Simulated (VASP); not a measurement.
Input for VASP

File KPOINTS:
```
Automatic mesh
0
Gamma
8 8 8
0 0 0
```

### INCAR
```
ALGO  =  Normal
EDIFF  =  1E-8
EDIFFG  =  -0.001
ENCUT  =  400
IBRION  =  1
ISIF  =  2
ISMEAR  =  0
LASPH  =  T
LCHARG  =  F
LMAXMIX  =  4
LREAL  =  F
LWAVE  =  F
NELM  =  100
NSW  =  30
PREC  =  Accurate
SIGMA  =  0.05
SYSTEM  =  ZnS
```

### POSCAR
```
ZnS
1
    0.0000000000     2.6492611861     2.6492611861
    2.6492611861     0.0000000000     2.6492611861
    2.6492611861     2.6492611861     0.0000000000
Zn S
1 1
Direct
  0.0000000000   0.0000000000   0.0000000000
  0.2500000000   0.2500000000   0.2500000000
```

POTCAR, in this order: Zn S (LDA.64 set). Program: vasp_std.

Write an equivalent input for Quantum ESPRESSO's pw.x.

One equivalent input (not run):
```
&CONTROL
  calculation = 'relax'
  pseudo_dir = './pseudo'
  outdir = './out'
  tprnfor = .true.
  tstress = .true.
  nstep = 30
  forc_conv_thr = 3.9e-05
/
&SYSTEM
  ibrav = 0
  nat = 2
  ntyp = 2
  ecutwfc = 84
  occupations = 'smearing'
  smearing = 'gaussian'
  degauss = 0.003675
  input_dft = 'pz'
/
&ELECTRONS
  conv_thr = 7.3e-10
  electron_maxstep = 100
/
&IONS
/
ATOMIC_SPECIES
  Zn 65.380 Zn.upf
  S 32.060 S.upf
CELL_PARAMETERS angstrom
     0.0000000    2.6492612    2.6492612
     2.6492612    0.0000000    2.6492612
     2.6492612    2.6492612    0.0000000
ATOMIC_POSITIONS crystal
  Zn   0.0000000  0.0000000  0.0000000
  S    0.2500000  0.2500000  0.2500000
K_POINTS automatic
  8 8 8 0 0 0
```
Limits of the translation: the potentials are each code's own (VASP's PAW set, PseudoDojo norm-conserving files in pw.x), so ENCUT and ecutwfc are chosen apart and not converted; conv_thr bounds pw.x's estimated SCF error, while EDIFF bounds the energy change between steps; forc_conv_thr acts on force components and is met together with etot_conv_thr.

The compound is ZnS in the zinc blende structure. It was relaxed first, which changed the volume by -6 %. The start is the result of an earlier pass.
